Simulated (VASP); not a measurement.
```
AlNi3
1.0
    3.45032     0.00000     0.00000
    0.00000     3.45032     0.00000
    0.00000     0.00000     3.45032
Al Ni
1 3
Direct
  0.00000   0.00000   0.00000
  0.00000   0.50000   0.50000
  0.50000   0.00000   0.50000
  0.50000   0.50000   0.00000
```
Starting moments (μB, in the order of the record's atoms Al Ni Ni Ni): 0.0 0.3 0.3 0.3.

Method: PBE GGA with D3 dispersion (zero damping), VASP's PBE PAW potentials (set 64) (plane waves; VASP). Settings: 520 eV cut-off, 9×9×9 Γ-centred mesh, first-order Methfessel-Paxton smearing of 0.10 eV, potentials Al Ni.

Give the stress tensor in GPa (positive for a compressed cell).

```
13.60   0.00   0.00
 0.00  13.60   0.00
 0.00   0.00  13.60
```
The pressure is its mean diagonal, 13.60 GPa.

The compound is Ni3Al in the L1_2 structure. This cell is one point of a volume scan, at 0.94 of the reference volume.
